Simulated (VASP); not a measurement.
Computed with PW91 GGA, VASP's PBE PAW potentials (set 64) (plane waves; VASP 6.6.1).

VASP input:

KPOINTS:
```
Automatic mesh
0
Gamma
7 7 7
0 0 0
```

POSCAR:
```
GaAs
1.0
  0.0000000000   2.8726059945   2.8726059945
  2.8726059945   0.0000000000   2.8726059945
  2.8726059945   2.8726059945   0.0000000000
Ga As
1 1
Cartesian
  2.8726059945   2.8726059945   5.7452119890
  1.4363029973   1.4363029973   1.4363029973
```

**INCAR**
```
! general
SYSTEM  = GaAs
PREC    = Accurate
ENCUT   = 520
LREAL   = .False.
LASPH   = .True.

! electronic loop
EDIFF   = 1E-6
NELM    = 100
ALGO    = Normal
LMAXMIX = 4

! smearing
ISMEAR  = 0
SIGMA   = 0.05

! functional
GGA     = 91

! ions
IBRION  = 2
NSW     = 60
ISIF    = 3
EDIFFG  = -0.01

! output
LWAVE   = .False.
LCHARG  = .False.
```

POTCAR, in this order: Ga_d As (PBE.64 set). Program: vasp_std.

Output

File OSZICAR:
```
       N       E                     dE             d eps       ncg     rms          rms(c)
DAV:   1     0.767849394801E+02    0.76785E+02   -0.91710E+03   528   0.185E+03
DAV:   2    -0.263132558868E+01   -0.79416E+02   -0.76631E+02   550   0.309E+02
DAV:   3    -0.838339011300E+01   -0.57521E+01   -0.57195E+01   635   0.722E+01
DAV:   4    -0.848867860054E+01   -0.10529E+00   -0.10524E+00   620   0.108E+01
DAV:   5    -0.849045506126E+01   -0.17765E-02   -0.17762E-02   620   0.120E+00    0.280E+00
DAV:   6    -0.834259669930E+01    0.14786E+00   -0.27165E-01   801   0.964E+00    0.168E+00
DAV:   7    -0.832197708234E+01    0.20620E-01   -0.67472E-02   661   0.207E+00    0.557E-01
DAV:   8    -0.832198142734E+01   -0.43450E-05   -0.98551E-03   595   0.136E+00    0.904E-02
DAV:   9    -0.832230793013E+01   -0.32650E-03   -0.97298E-04   627   0.441E-01    0.547E-02
DAV:  10    -0.832236128587E+01   -0.53356E-04   -0.68496E-05   688   0.916E-02    0.298E-02
DAV:  11    -0.832240400782E+01   -0.42722E-04   -0.60481E-05   550   0.695E-02    0.324E-03
DAV:  12    -0.832240430380E+01   -0.29598E-06   -0.10439E-06   470   0.167E-02
   1 F= -.83224043E+01 E0= -.83223888E+01  d E =-.832240E+01
```

**OUTCAR**
```
------------------------ aborting loop because EDIFF is reached ----------------------------------------
  FORCE on cell =-STRESS in cart. coord.  units (eV):
  Direction    XX          YY          ZZ          XY          YZ          ZX
  --------------------------------------------------------------------------------------
  Total        0.0114353      0.0114353      0.0114353      0.0000000      0.0000000     -0.0000000
  in kB        0.3864549      0.3864549      0.3864549      0.0000000      0.0000000     -0.0000000
  external PRESSURE =       0.3864549 kB  Pullay stress =       0.0000000 kB
  volume of cell :       47.41
      direct lattice vectors                 reciprocal lattice vectors
     0.000000000  2.872605995  2.872605995    -0.174057981  0.174057981  0.174057981
     2.872605995  0.000000000  2.872605995     0.174057981 -0.174057981  0.174057981
     2.872605995  2.872605995  0.000000000     0.174057981  0.174057981 -0.174057981
  FREE ENERGIE OF THE ION-ELECTRON SYSTEM (eV)
  ---------------------------------------------------
  free  energy   TOTEN  =        -8.3224043038 eV

  energy  without entropy=       -8.3223733918  energy(sigma->0) =       -8.32238885

 reached required accuracy - stopping structural energy minimisation
```
(Selected blocks of OUTCAR.)

The compound is GaAs in the zinc blende structure. It was relaxed first, which changed the volume by +5 %. The start is the result of an earlier pass.
